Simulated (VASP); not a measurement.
Given:

```
CELL_PARAMETERS angstrom
     -1.58638     1.58638     1.58638
      1.58638    -1.58638     1.58638
      1.58638     1.58638    -1.58638
ATOMIC_POSITIONS crystal
  W  0.00000 0.00000 0.00000
```

Method: rev-vdW-DF2, VASP's PBE PAW potentials (set 64) (plane waves; VASP). Numerical set-up: 520 eV cut-off, Gaussian smearing of 0.050 eV, potentials W_sv.

Question: Give the energies of bands 5 to 10 at the high-symmetry points, in eV from the Fermi level.

Answer: 
```csv
band,Γ,H,N,P
5,-9.59,-5.79,-6.24,-2.96
6,-1.27,-5.79,-3.57,-2.96
7,-1.27,5.05,0.70,-2.96
8,-1.27,5.05,2.07,3.19
9,2.19,5.05,3.03,3.19
10,2.19,8.21,6.02,6.49
```

It has no gap at this level: it comes out as a metal or semimetal.

The compound is W in the bcc structure. It was relaxed first.
